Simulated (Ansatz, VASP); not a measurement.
## SbPd4 in VASP and in Ansatz

```
CELL_PARAMETERS angstrom
-2.77241 2.77241 2.77241
2.77241 -2.77241 2.77241
2.77241 2.77241 -2.77241
ATOMIC_POSITIONS crystal
Sb 0.00000 0.00000 0.00000
Pd 0.50000 0.50000 0.50000
Pd 0.50000 0.00000 0.00000
Pd 0.00000 0.00000 0.50000
Pd 0.00000 0.50000 0.00000
```

Change from the starting cell: species swapped into the Hg4Pt type (Im-3m, No. 229).

Alike in both runs: task relaxation of cell and atoms; functional PBE; k mesh 4 × 4 × 4; occupations gaussian, width 0.1 eV; no spin polarisation.

|  | VASP | Ansatz |
| --- | --- | --- |
| version | VASP 6.6.1 | Ansatz 0.2.0 |
| potentials or method | VASP PAW PBE potentials, release 64 (Sb, Pd) | scalar-relativistic, plane waves, PAW |
| plane-wave cutoff (eV) | 600 | 420 |
| valence electrons in the cell | 45 | 87 |

|  | VASP | Ansatz | Ansatz less VASP |
| --- | --- | --- | --- |
| gap on the k mesh at the Fermi level, each at its own relaxed structure (eV) | none | none | - |
| relaxed volume (Å³/atom) | 20.77 | 20.75 | -0.027 |
| relaxed cell length with the largest relative difference (Å) | 5.129 | 5.127 | -0.0022 |
| energy change over the relaxation (meV/atom) | -311 | -318 | -7.6 |

A gap of «none» marks a metal or a gap that the smearing closes. The two sets of potentials don't hold the same shells in valence.

Caveats: the k mesh is coarse (spacing up to 0.40 Å⁻¹), so the values aren't converged; the volume moved by over 15 % at a fixed basis, so the end points are rough. Spin-orbit coupling is left out, which matters for the levels of Sb.
